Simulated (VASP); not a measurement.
**Ag: Ag into a neighbouring Ag vacancy**

How hard is this move in Ag: Ag into a neighbouring Ag vacancy? Both ends are relaxed first, then a band of images between them. The start is a cell from a database of measured crystal structures.

Main program and level: VASP 6.6.1; LDA; plane waves and PAW (Ag).

It derives from a form of Ag that is not the ambient one, so the starting crystal is not the ambient structure.

### 1. The host crystal

Symmetry: P6_3/mmc, No. 194, hexagonal system. The conventional cell has a = 2.930 Å, b = 2.930 Å, c = 4.790 Å, α = 90.00°, β = 90.00°, γ = 120.00°. Ag has 12 Ag at 2.93 Å nearest.

As a file:

```xyz
2
Lattice="2.9300 0.0000 0.0000 -1.4650 2.5375 0.0000 0.0000 0.0000 4.7900" Properties=species:S:1:pos:R:3 pbc="T T T"
Ag    1.4650    0.8458    3.5925
Ag    0.0000    1.6916    1.1975
```

### 2. Relax the host

First cell and atoms are relaxed at a raised cutoff, so that later runs start from this functional's own cell.

Input file INCAR:

```
SYSTEM = Ag
PREC = Accurate
ENCUT = 350
EDIFF = 1E-06
NELM = 120
ISMEAR = 0
SIGMA = 0.1
LREAL = .FALSE.
ALGO = Normal
GGA = CA
NBANDS = 17
LORBIT = 11
LWAVE = .FALSE.
LCHARG = .FALSE.
KPAR = 3
IBRION = 2
NSW = 40
ISIF = 3
EDIFFG = -0.02
POTIM = 0.4
```

Input file POSCAR:

```
Ag
1.0
    2.9300000000      0.0000000000      0.0000000000
   -1.4650000000      2.5374544331      0.0000000000
    0.0000000000      0.0000000000      4.7900000000
Ag
2
Direct
    0.6666666667      0.3333333333      0.7500000000
    0.3333333333      0.6666666667      0.2500000000
```

Input file KPOINTS:

```
Automatic mesh
0
Gamma
7 7 4
0 0 0
```

The projector-augmented-wave data sets are Ag (LDA family, release 64).

Launch:

```console
$ mpirun -np 3 vasp_std
```

The log of the run:

```text
[banner, memory and clock lines left out]
running    3 mpi-ranks, on    1 nodes
 distrk:  each k-point on    1 cores,    3 groups
 distr:  one band on    1 cores,    1 groups

 POSCAR found type information on POSCAR Ag
 POSCAR found :  1 types and       2 ions
 LDA part: xc-table for (Slater(with rela. corr.)+CA(PZ))
 , standard interpolation
 POSCAR, INCAR and KPOINTS ok, starting setup
 FFT: planning ... GRIDC
 FFT: planning ... GRID_SOFT
 FFT: planning ... GRID
 WAVECAR not read
 entering main loop
       N       E                     dE             d eps       ncg     rms          rms(c)
DAV:   1     0.944177132709E+02    0.94418E+02   -0.93904E+03   816   0.941E+02
DAV:   2    -0.678876586796E+01   -0.10121E+03   -0.96933E+02   851   0.230E+02
DAV:   3    -0.805455668518E+01   -0.12658E+01   -0.12633E+01   975   0.297E+01
DAV:   4    -0.805805547638E+01   -0.34988E-02   -0.34986E-02   948   0.149E+00
DAV:   5    -0.805808409339E+01   -0.28617E-04   -0.28616E-04   969   0.137E-01    0.689E+00
DAV:   6    -0.748132209310E+01    0.57676E+00   -0.16157E+00   837   0.136E+01    0.448E+00
DAV:   7    -0.746470583648E+01    0.16616E-01   -0.98431E-03   912   0.761E-01    0.255E+00
DAV:   8    -0.745654793843E+01    0.81579E-02   -0.93958E-04   896   0.317E-01    0.718E-02
DAV:   9    -0.745656551383E+01   -0.17575E-04   -0.20335E-05   964   0.326E-02    0.173E-02
DAV:  10    -0.745656533816E+01    0.17567E-06   -0.25365E-06   837   0.165E-02
   1 F= -.74565653E+01 E0= -.74534262E+01  d E =-.745657E+01
 curvature:   0.00 expect dE= 0.000E+00 dE for cont linesearch  0.000E+00
 trial: gam= 0.00000 g(F)=  0.192E-49 g(S)=  0.392E+00 ort = 0.000E+00 (trialstep = 0.100E+01)
 search vector abs. value=  0.392E+00
 bond charge predicted
       N       E                     dE             d eps       ncg     rms          rms(c)
DAV:   1    -0.152431079300E+02   -0.77865E+01   -0.95968E+01   839   0.103E+02    0.192E+01
DAV:   2    -0.774065621272E+01    0.75025E+01   -0.19335E+01   831   0.486E+01    0.311E+00
DAV:   3    -0.763143811805E+01    0.10922E+00   -0.18935E-01   880   0.359E+00    0.197E+00
DAV:   4    -0.758776582138E+01    0.43672E-01   -0.34472E-02   880   0.115E+00    0.298E-01
DAV:   5    -0.758809726944E+01   -0.33145E-03   -0.22915E-03   983   0.349E-01    0.119E-01
DAV:   6    -0.758818459240E+01   -0.87323E-04   -0.36125E-05   881   0.434E-02    0.152E-02
DAV:   7    -0.758818460888E+01   -0.16483E-07   -0.30749E-07   727   0.465E-03
   2 F= -.75881846E+01 E0= -.75866026E+01  d E =-.131619E+00
[...]
3 F= -.76150109E+01 E0= -.76132549E+01  d E =-.158446E+00
[...]
4 F= -.76149449E+01 E0= -.76132107E+01  d E =-.158380E+00
[...]
5 F= -.76153245E+01 E0= -.76136390E+01  d E =-.379611E-03
[...]
6 F= -.76153281E+01 E0= -.76136431E+01  d E =-.383196E-03
[...]
7 F= -.76153314E+01 E0= -.76136508E+01  d E =-.386527E-03
 curvature:  -0.93 expect dE=-0.131E-03 dE for cont linesearch -0.322E-07
 trial: gam= 0.19727 g(F)=  0.285E-50 g(S)=  0.141E-03 ort = 0.488E-05 (trialstep = 0.975E+00)
 search vector abs. value=  0.170E-03
 bond charge predicted
       N       E                     dE             d eps       ncg     rms          rms(c)
DAV:   1    -0.761666375118E+01   -0.13324E-02   -0.27873E-02   879   0.156E+00    0.218E-01
DAV:   2    -0.761551101732E+01    0.11527E-02   -0.24826E-03   839   0.567E-01    0.811E-02
DAV:   3    -0.761541205543E+01    0.98962E-04   -0.68251E-05   892   0.823E-02    0.485E-02
DAV:   4    -0.761538018559E+01    0.31870E-04   -0.41600E-05   910   0.589E-02    0.894E-03
DAV:   5    -0.761538046651E+01   -0.28092E-06   -0.22323E-06   725   0.148E-02
   8 F= -.76153805E+01 E0= -.76137353E+01  d E =-.490708E-04
 trial-energy change:   -0.000049  1 .order   -0.000047   -0.000138    0.000045
 step:   0.7352(harm=  0.7352)  dis= 0.00000  next Energy=    -7.615383 (dE=-0.521E-04)
 reached required accuracy - stopping structural energy minimisation
```

Run time: 17 s. Hardware: 3 MPI ranks of Intel Xeon Platinum 8488C (Sapphire Rapids), shared host; peak memory 0.37 GiB; 34 s of CPU time.

Lines that name or quote the potential files are left out of all logs, and their timing lines are given in words.

From OUTCAR (step 2):

```text
ion  position               nearest neighbor table
   1  0.667  0.333  0.750-   2 2.93   2 2.93   2 2.93   2 2.93   2 2.93   2 2.93
   2  0.333  0.667  0.250-   1 2.93   1 2.93   1 2.93   1 2.93   1 2.93   1 2.93

  LATTYP: Found a hexagonal cell.
 ALAT       =     2.9300000000
 C/A-ratio  =     1.6348122867

 Subroutine GETGRP returns: Found 24 space group operations
 (whereof 12 operations were pure point group operations)

The static configuration has the point symmetry D_3d.
 The point group associated with its full space group is D_6h.

 Found     24 irreducible k-points:

   k-points           NKPTS =     24   k-points in BZ     NKDIM =     24   number of bands    NBANDS=     17

   dimension x,y,z NGX =    18 NGY =   18 NGZ =   30
   dimension x,y,z NGXF=    36 NGYF=   36 NGZF=   60

   ENCUT  =  350.0 eV  25.72 Ry    5.07 a.u.   4.47  4.47  7.31*2*pi/ulx,y,z

   NELECT =      22.0000    total number of electrons

 k-points in reciprocal lattice and weights: Automatic mesh
   0.00000000  0.00000000  0.00000000       0.005
   0.14285714  0.00000000  0.00000000       0.031
   0.28571429  0.00000000  0.00000000       0.031
   0.42857143  0.00000000  0.00000000       0.031
   0.14285714  0.14285714  0.00000000       0.031
   0.28571429  0.14285714  0.00000000       0.061
   0.42857143  0.14285714  0.00000000       0.031
   0.28571429  0.28571429  0.00000000       0.031
   0.00000000  0.00000000  0.25000000       0.010
[...]
0.42857143  0.14285714  0.50000000       0.031
   0.28571429  0.28571429  0.50000000       0.031

 average (electrostatic) potential at core
       1 -70.3413       2 -70.3413

 E-fermi :   9.1599

 k-point     1 :       0.0000    0.0000    0.0000
  band No.  band energies     occupation
    ...
      8       4.8799      2.00000
      9       4.8799      2.00000
     10       6.0527      2.00000
     11       6.0527      2.00000
     12       8.5553      2.00000
     13      13.1630      0.00000
     14      25.0052      0.00000
     15      27.0354      0.00000
     16      27.3531      0.00000
     17      28.1138      0.00000

 k-point     2 :       0.1429    0.0000    0.0000
  band No.  band energies     occupation
    ...
      7       4.5665      2.00000
      8       4.6971      2.00000
      9       4.8021      2.00000
     10       5.2474      2.00000
     11       6.1282      2.00000
     12      10.1552      0.00000
     13      13.2703      0.00000
     14      22.8984      0.00000
     15      25.3738      0.00000
     16      25.8798      0.00000
    ...

 k-point     3 :       0.2857    0.0000    0.0000
  band No.  band energies     occupation
    ...
      7       4.7494      2.00000
      8       5.3708      2.00000
      9       5.5325      2.00000
     10       5.5426      2.00000
     11       6.2303      2.00000
     12      12.9578      0.00000
     13      13.7950      0.00000
     14      17.6052      0.00000
     15      22.2769      0.00000
     16      24.1761      0.00000
    ...

  Total        0.0168072      0.0168072      0.0251860      0.0000000     -0.0000000      0.0000000
  in kB        0.8468356      0.8468356      1.2690039      0.0000000     -0.0000000      0.0000000
  external PRESSURE =       0.9875584 kB  Pullay stress =       0.0000000 kB

  energy-cutoff  :      350.00
  volume of cell :       31.80
      direct lattice vectors                 reciprocal lattice vectors
     2.824856957 -0.000000000 -0.000000000     0.354000226  0.204382126 -0.000000000
    -1.412428479  2.446397887  0.000000000     0.000000000  0.408764251 -0.000000000
     0.000000000  0.000000000  4.601320471    -0.000000000 -0.000000000  0.217328918

 POSITION                                       TOTAL-FORCE (eV/Angst)
 -----------------------------------------------------------------------------------
      1.41243      0.81547      3.45099         0.000000      0.000000      0.000000
     -0.00000      1.63093      1.15033        -0.000000     -0.000000     -0.000000
 -----------------------------------------------------------------------------------
    total drift:                               -0.000000      0.000000     -0.000000

  FREE ENERGIE OF THE ION-ELECTRON SYSTEM (eV)
  ---------------------------------------------------
  free  energy   TOTEN  =        -7.6153804665 eV

  energy  without entropy=       -7.6120900890  energy(sigma->0) =       -7.61373528

 reached required accuracy - stopping structural energy minimisation

 total charge
# of ion       s       p       d       tot
------------------------------------------
    1        0.448   0.355   9.147   9.950
    2        0.448   0.355   9.147   9.950
--------------------------------------------------
tot          0.895   0.710  18.294  19.899

[... 3 further parts left out ...]
```

The k-mesh is coarse for a metal. After so large a change of volume the plane waves of the start cell no longer fit, so the final stress carries a basis-set error. The run keeps the 24 symmetry operations of its start, so it cannot find a distortion of lower symmetry.

Relaxation path:

```tsv
step	energy less that of the first step (eV)	largest force (eV/Å)	pressure (GPa)	volume (Å³)
1	0.0000	0.0000	-11.71	35.61
2	-0.1316	0.0000	6.88	30.51
3	-0.1584	0.0000	-0.05	31.82
4	-0.1584	0.0000	0.27	31.75
5	-0.1588	0.0000	-0.22	31.84
6	-0.1588	0.0000	-0.17	31.85
7	-0.1588	0.0000	-0.21	31.86
8	-0.1588	0.0000	0.10	31.80
```

```tsv
conventional cell, symmetrised	before	after	change
a (Å)	2.930	2.825	-3.6 %
b (Å)	2.930	2.825	-3.6 %
c (Å)	4.790	4.601	-3.9 %
volume (Å³/atom)	17.81	15.90	-10.7 %
```

Final coordinates:

```xyz
2
Lattice="2.8249 0.0000 0.0000 -1.4124 2.4464 0.0000 0.0000 0.0000 4.6013" Properties=species:S:1:pos:R:3 pbc="T T T"
Ag    1.4124    0.8155    3.4510
Ag    0.0000    1.6309    1.1503
```

Numbers from this step:

```yaml
electronic_cycles: 47
electrons: 22
free_energy_toten: -7.615 eV
energy_at_zero_smearing: -7.614 eV
fermi_energy: 9.160 eV
labelled_metallic_from_the_levels_on_this_mesh: yes
```

The run ended after 8 ionic steps, 0.159 eV below its first step, once forces and stress met EDIFFG = -0.02.

### 3. Relax the host again, on a new basis

The volume changed by more than 5 %, so the plane waves of the start no longer fit; a second relaxation removes that error.

INCAR, as its differences from that of step 2:

```diff
@@ -16,3 +16,3 @@
 IBRION = 2
-NSW = 40
+NSW = 30
 ISIF = 3
```

Input file POSCAR:

```
Ag
1.0
    2.8248569570      0.0000000000      0.0000000000
   -1.4124284785      2.4463978869      0.0000000000
    0.0000000000      0.0000000000      4.6013204712
Ag
2
Direct
    0.6666666667      0.3333333333      0.7500000000
    0.3333333333      0.6666666667      0.2500000000
```

Input file KPOINTS:

```
Automatic mesh
0
Gamma
8 8 4
0 0 0
```

Launch:

```console
$ mpirun -np 3 vasp_std
```

The log of the run:

```text
[... set-up lines as in an earlier step ...]
 entering main loop
       N       E                     dE             d eps       ncg     rms          rms(c)
DAV:   1     0.935413996330E+02    0.93541E+02   -0.95309E+03  1044   0.954E+02
DAV:   2    -0.697172550163E+01   -0.10051E+03   -0.96282E+02  1058   0.233E+02
DAV:   3    -0.817144686803E+01   -0.11997E+01   -0.11970E+01  1207   0.294E+01
DAV:   4    -0.817470436623E+01   -0.32575E-02   -0.32573E-02  1177   0.145E+00
DAV:   5    -0.817472909743E+01   -0.24731E-04   -0.24730E-04  1211   0.129E-01    0.940E+00
DAV:   6    -0.755538881890E+01    0.61934E+00   -0.15273E+00  1087   0.138E+01    0.580E+00
DAV:   7    -0.752841812489E+01    0.26971E-01   -0.14201E-02  1180   0.109E+00    0.303E+00
DAV:   8    -0.751898820997E+01    0.94299E-02   -0.13450E-03  1073   0.359E-01    0.116E-01
DAV:   9    -0.751901543075E+01   -0.27221E-04   -0.15051E-05  1263   0.262E-02    0.208E-02
DAV:  10    -0.751901528254E+01    0.14821E-06   -0.23332E-06   998   0.152E-02
   1 F= -.75190153E+01 E0= -.75152649E+01  d E =-.751902E+01
 curvature:   0.00 expect dE= 0.000E+00 dE for cont linesearch  0.000E+00
 trial: gam= 0.00000 g(F)=  0.208E-49 g(S)=  0.289E-02 ort = 0.000E+00 (trialstep = 0.100E+01)
 search vector abs. value=  0.289E-02
 bond charge predicted
       N       E                     dE             d eps       ncg     rms          rms(c)
DAV:   1    -0.756100199363E+01   -0.41987E-01   -0.61848E-01  1038   0.831E+00    0.129E+00
DAV:   2    -0.752175476033E+01    0.39247E-01   -0.95344E-02  1054   0.347E+00    0.443E-01
DAV:   3    -0.752041251302E+01    0.13422E-02   -0.14767E-03  1096   0.382E-01    0.295E-01
DAV:   4    -0.751999115194E+01    0.42136E-03   -0.54382E-04  1048   0.190E-01    0.242E-02
DAV:   5    -0.751999352454E+01   -0.23726E-05   -0.33694E-05  1226   0.639E-02    0.133E-02
DAV:   6    -0.751999229768E+01    0.12269E-05   -0.48375E-06  1077   0.229E-02    0.220E-03
DAV:   7    -0.751999229256E+01    0.51200E-08   -0.10235E-07   521   0.331E-03
   2 F= -.75199923E+01 E0= -.75161929E+01  d E =-.977010E-03
[...]
3 F= -.75201099E+01 E0= -.75163222E+01  d E =-.109460E-02
[...]
4 F= -.75204390E+01 E0= -.75165612E+01  d E =-.329164E-03
[...]
5 F= -.75208235E+01 E0= -.75170091E+01  d E =-.713645E-03
[...]
6 F= -.75207433E+01 E0= -.75182000E+01  d E =-.633397E-03
[...]
7 F= -.75209305E+01 E0= -.75174490E+01  d E =-.820582E-03
[...]
8 F= -.75209280E+01 E0= -.75177899E+01  d E =0.241788E-05
 trial-energy change:    0.000002  1 .order    0.000040   -0.000252    0.000332
 step:   0.8695(harm=  0.7096)  dis= 0.00000  next Energy=    -7.521003 (dE=-0.720E-04)
 bond charge predicted
       N       E                     dE             d eps       ncg     rms          rms(c)
DAV:   1    -0.752239179295E+01   -0.14646E-02   -0.28407E-02  1061   0.160E+00    0.233E-01
DAV:   2    -0.752109774525E+01    0.12940E-02   -0.29825E-03  1066   0.617E-01    0.830E-02
DAV:   3    -0.752101585376E+01    0.81891E-04   -0.64092E-05  1100   0.756E-02    0.508E-02
DAV:   4    -0.752099088777E+01    0.24966E-04   -0.34114E-05  1044   0.513E-02    0.810E-03
DAV:   5    -0.752099114444E+01   -0.25667E-06   -0.16550E-06   679   0.135E-02
   9 F= -.75209911E+01 E0= -.75176835E+01  d E =-.606804E-04
 curvature:  -0.60 expect dE=-0.338E-05 dE for cont linesearch -0.145E-06
 trial: gam= 0.12735 g(F)=  0.186E-48 g(S)=  0.563E-05 ort = 0.803E-05 (trialstep = 0.149E+01)
 search vector abs. value=  0.120E-04
 reached required accuracy - stopping structural energy minimisation
```

The job ended after 15 s (3 MPI ranks; peak memory 0.39 GiB).

Parts of OUTCAR (step 3):

```text
  LATTYP: Found a hexagonal cell.
 ALAT       =     2.8248569570
 C/A-ratio  =     1.6288684848

 Found     30 irreducible k-points:

   k-points           NKPTS =     30   k-points in BZ     NKDIM =     30   number of bands    NBANDS=     17

   dimension x,y,z NGX =    18 NGY =   18 NGZ =   28
   dimension x,y,z NGXF=    36 NGYF=   36 NGZF=   56

   ENCUT  =  350.0 eV  25.72 Ry    5.07 a.u.   4.31  4.31  7.02*2*pi/ulx,y,z

   NELECT =      22.0000    total number of electrons

 E-fermi :   8.8961

 k-point     1 :       0.0000    0.0000    0.0000
  band No.  band energies     occupation
    ...
      8       4.7220      2.00000
      9       4.7220      2.00000
     10       5.9696      2.00000
     11       5.9696      2.00000
     12       8.6321      1.99981
     13      13.3110      0.00000
     14      24.7137      0.00000
     15      27.1561      0.00000
     16      27.2614      0.00000
     17      27.5556      0.00000

 k-point     2 :       0.1250    0.0000    0.0000
  band No.  band energies     occupation
    ...
      7       4.5068      2.00000
      8       4.5782      2.00000
      9       4.6806      2.00000
     10       5.3040      2.00000
     11       6.0358      2.00000
     12       9.8821      0.00000
     13      13.3892      0.00000
     14      23.1021      0.00000
     15      25.2859      0.00000
     16      25.5154      0.00000
    ...

  Total       -0.0007975     -0.0007975     -0.0170426      0.0000000      0.0000000     -0.0000000
  in kB       -0.0398730     -0.0398730     -0.8521257      0.0000000      0.0000000     -0.0000000
  external PRESSURE =      -0.3106239 kB  Pullay stress =       0.0000000 kB

  energy-cutoff  :      350.00
  volume of cell :       32.04
      direct lattice vectors                 reciprocal lattice vectors
     2.852219684  0.000000000  0.000000000     0.350604130  0.202421389 -0.000000000
    -1.426109842  2.470094703  0.000000000     0.000000000  0.404842777 -0.000000000
    -0.000000000  0.000000000  4.548265014     0.000000000 -0.000000000  0.219864057

 POSITION                                       TOTAL-FORCE (eV/Angst)
 -----------------------------------------------------------------------------------
      1.42611      0.82336      3.41120        -0.000000     -0.000000     -0.000000
     -0.00000      1.64673      1.13707         0.000000      0.000000      0.000000
 -----------------------------------------------------------------------------------
    total drift:                               -0.000000      0.000000     -0.000000

  FREE ENERGIE OF THE ION-ELECTRON SYSTEM (eV)
  ---------------------------------------------------
  free  energy   TOTEN  =        -7.5209911444 eV

  energy  without entropy=       -7.5143759096  energy(sigma->0) =       -7.51768353

 total charge
# of ion       s       p       d       tot
------------------------------------------
    1        0.449   0.342   9.150   9.942
    2        0.449   0.342   9.150   9.942
--------------------------------------------------
tot          0.899   0.684  18.301  19.884

[... 3 parts as in an earlier step ...]

[... 7 further parts left out ...]
```

The steps of the relaxation:

```tsv
step	energy less that of the first step (eV)	largest force (eV/Å)	pressure (GPa)	volume (Å³)
1	0.0000	0.0000	0.99	31.80
2	-0.0010	0.0000	-0.59	32.16
3	-0.0011	0.0000	-0.18	32.07
4	-0.0014	0.0000	-0.07	32.05
5	-0.0018	0.0000	0.16	32.01
6	-0.0017	0.0000	0.50	31.92
7	-0.0019	0.0000	0.24	31.98
8	-0.0019	0.0000	-0.42	32.11
9	-0.0020	0.0000	-0.03	32.04
```

```tsv
conventional cell, symmetrised	before	after	change
a (Å)	2.825	2.852	+1.0 %
b (Å)	2.825	2.852	+1.0 %
c (Å)	4.601	4.548	-1.2 %
volume (Å³/atom)	15.90	16.02	+0.8 %
```

Final coordinates:

```
Ag
1.0
     2.85222    0.00000    0.00000
    -1.42611    2.47009    0.00000
     0.00000    0.00000    4.54827
Ag
2
Direct
  0.66667 0.33333 0.75000
  0.33333 0.66667 0.25000
```

This step gave:

```
electronic cycles       : 54
free energy (TOTEN)     : -7.521 eV
energy at zero smearing : -7.518 eV
Fermi energy            : 8.896 eV
```

The run ended after 9 ionic steps, 0.002 eV below its first step, once forces and stress met EDIFFG = -0.02.

(Part 1 of 4 ends here.)

[Lines on the potential files, build, host, timing and source positions are cut from VASP's logs without a mark.]

[Logs are printed without paths, hosts, clocks, repeated set-up lines and the standing remarks that a program may print on its own settings, such as how far it seeks lower states.]

[Hosts, paths, dates, database ids (printed as entryN), source tags and the programs' standing remarks are cut or masked in the printed files.]

[Runs that stopped without an error message from VASP are left out.]
